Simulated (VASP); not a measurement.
Nb:

```
CELL_PARAMETERS angstrom
-1.65882 1.65882 1.65882
1.65882 -1.65882 1.65882
1.65882 1.65882 -1.65882
ATOMIC_POSITIONS crystal
Nb 0.00000 0.00000 0.00000
```

- Program: VASP 6.6.1
- Task: relaxation of cell and atoms
- Functional: LDA
- Potentials or basis: VASP PAW LDA potentials, release 64 (Nb_sv)
- Cutoff: 600 eV
- k mesh: 18 × 18 × 18
- Occupations: gaussian, width 0.1 eV
- Spin: no spin polarisation

At the start: pressure -10.8 GPa; volume 18.26 Å³/atom.

Task: Where does the relaxation end?

Result: Over 7 steps the energy falls by 40.4 meV/atom and the volume is 17.12 Å³/atom (-6.2 %); space group Im-3m (No. 229, to 0.05 Å).

The path:
| step | energy change (eV) | largest force (eV/Å) | pressure (GPa) | volume (Å³) |
| --- | --- | --- | --- | --- |
| 1 | 0.0000 | 0.0000 | -10.84 | 18.26 |
| 2 | 0.1130 | 0.0000 | 27.93 | 15.18 |
| 3 | -0.0403 | 0.0000 | -0.43 | 17.16 |
| 4 | -0.0404 | 0.0000 | -0.05 | 17.12 |
| 5 | -0.0404 | 0.0000 | 0.19 | 17.10 |
| 6 | -0.0403 | 0.0000 | -0.29 | 17.14 |
| 7 | -0.0404 | 0.0000 | 0.00 | 17.12 |

Final structure:
```cif
data_structure
_symmetry_space_group_name_H-M 'P 1'
_symmetry_Int_Tables_number 1
_cell_length_a 2.8121
_cell_length_b 2.8121
_cell_length_c 2.8121
_cell_angle_alpha 109.471
_cell_angle_beta 109.471
_cell_angle_gamma 109.471
_cell_volume 17.12
loop_
_atom_site_label
_atom_site_type_symbol
_atom_site_fract_x
_atom_site_fract_y
_atom_site_fract_z
_atom_site_occupancy
Nb1 Nb 0.00000 0.00000 0.00000 1
```
